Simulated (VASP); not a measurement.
Computed with r2SCAN+rVV10, VASP's PBE PAW potentials (set 64) (plane waves; VASP 6.6.1).

Input for VASP

File KPOINTS:
```
Automatic mesh
0
Gamma
15 15 9
0 0 0
```

POSCAR:
```
Ru
1
    1.3779096749    -2.3866097227     0.0000000000
    1.3779096749     2.3866097227     0.0000000000
    0.0000000000     0.0000000000     4.3409560083
Ru
2
Direct
  0.3333330000   0.6666670000   0.2500000000
  0.6666670000   0.3333330000   0.7500000000
```

INCAR:
```
SYSTEM = Ru
PREC = Accurate; ENCUT = 520; LREAL = F
LASPH = T
EDIFF = 1E-7; NELM = 100; ALGO = Normal
LMAXMIX = 4; LMIXTAU = T
ISMEAR = 1; SIGMA = 0.1
METAGGA = R2SCAN; LUSE_VDW = T; BPARAM = 11.95
CPARAM = 0.0093
IBRION = 2; NSW = 30; ISIF = 4
EDIFFG = -0.01
LWAVE = F; LCHARG = F
```

POTCAR, in this order: Ru_pv (PBE.64 set). Program: vasp_std.

Problem. Predict the energy per atom (σ→0), band gap (on the k-mesh).

Solution. 
```
Property                                                     Value
------------------------  ----------------------------------------
energy per atom (σ→0)                              -25.146 eV/atom
band gap (on the k-mesh)  none (metal, semimetal or under 0.01 eV)
```

**OSZICAR**
```
...
DAV:   3    -0.502917909039E+02    0.42286E-05   -0.39915E-05  6118   0.529E-02    0.602E-03
DAV:   4    -0.502917923412E+02   -0.14373E-05   -0.18209E-06  5048   0.151E-02    0.431E-03
DAV:   5    -0.502917928274E+02   -0.48618E-06   -0.26501E-07  4526   0.546E-03    0.190E-03
DAV:   6    -0.502917910736E+02    0.17538E-05   -0.66600E-07  4930   0.890E-03    0.283E-04
DAV:   7    -0.502917923053E+02   -0.12317E-05   -0.10281E-07  2618   0.326E-03    0.148E-04
DAV:   8    -0.502917918999E+02    0.40541E-06   -0.94205E-09  2452   0.983E-04    0.561E-05
DAV:   9    -0.502917919947E+02   -0.94883E-07   -0.13440E-09  2452   0.252E-04
   3 F= -.50291792E+02 E0= -.50291319E+02  d E =-.251666E-04
```

The compound is Ru in the hcp structure. This cell is one point of a volume scan, at 1.06 of the reference volume. Symmetry was kept, so distortions that lower it aren't found.
